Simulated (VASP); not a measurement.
Given:

```
CELL_PARAMETERS angstrom
      3.15000     0.00000     0.00000
      0.00000     3.15000     0.00000
      0.00000     0.00000     3.15000
ATOMIC_POSITIONS crystal
  Zn 0.50000 0.50000 0.50000
  Au 0.00000 0.00000 0.00000
```

Method: PBE GGA, VASP's PBE PAW potentials (set 64) (plane waves; VASP 6.6.1). Settings: 480 eV cut-off, 10×10×10 Γ-centred mesh, first-order Methfessel-Paxton smearing of 0.10 eV, potentials Zn Au.

Energy and stress use the plane-wave basis of the starting cell.

**Question.** The ions, cell shape and volume are relaxed. What does this cell relax into?

**Answer.** 
```
CELL_PARAMETERS angstrom
      3.18589     0.00000     0.00000
      0.00000     3.18589     0.00000
      0.00000     0.00000     3.18589
ATOMIC_POSITIONS crystal
  Zn 0.50000 0.50000 0.50000
  Au 0.00000 0.00000 0.00000
```
Space group Pm-3m (221), at a tolerance of 0.03 Å.

**Question.** How do energy and volume change from the first to the last step?

**Answer.** The energy (σ→0) changes by -7.2 meV/atom and the volume by +3.5 %, in 3 ionic steps.

| step | E(σ→0) (eV) | max force (eV/Å) | pressure (GPa) | volume (Å³) |
|---|---|---|---|---|
| 1 | -4.7349 | 0.000 | 4.37 | 31.26 |
| 2 | -4.7404 | 0.000 | -2.99 | 33.23 |
| 3 | -4.7492 | 0.000 | 0.10 | 32.34 |

The compound is AuZn in the CsCl type structure. This run relaxes it. Symmetry was kept, so distortions that lower it aren't found. The electron count is odd and the run is not spin-polarised, which forces a metal.
